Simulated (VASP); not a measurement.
Input:

```
Zn
1.0
    1.23153    -2.13307     0.00000
    1.23153     2.13307     0.00000
    0.00000     0.00000     4.13981
Zn
2
Direct
  0.33333   0.66667   0.25000
  0.66667   0.33333   0.75000
```

Calculation: PBEsol GGA, VASP's PBE PAW potentials (set 64) (plane waves; VASP 6.6.1). Settings: 500 eV cut-off, 17×17×9 Γ-centred mesh, first-order Methfessel-Paxton smearing of 0.10 eV, potentials Zn.

Question: Predict the energy per atom (σ→0), pressure, band gap (on the k-mesh) with the smallest direct gap where there is one.

Answer: 
```
Quantity                                                    Result
------------------------  ----------------------------------------
band gap (on the k-mesh)  none (metal, semimetal or under 0.01 eV)
energy per atom (σ→0)                           -119.5 kJ/mol-atom
pressure                                                 44.97 GPa
```

The absolute energy has meaning only against runs of the same code, potentials and settings.

The compound is Zn in the hcp structure. It was relaxed first under an external pressure of 45 GPa.
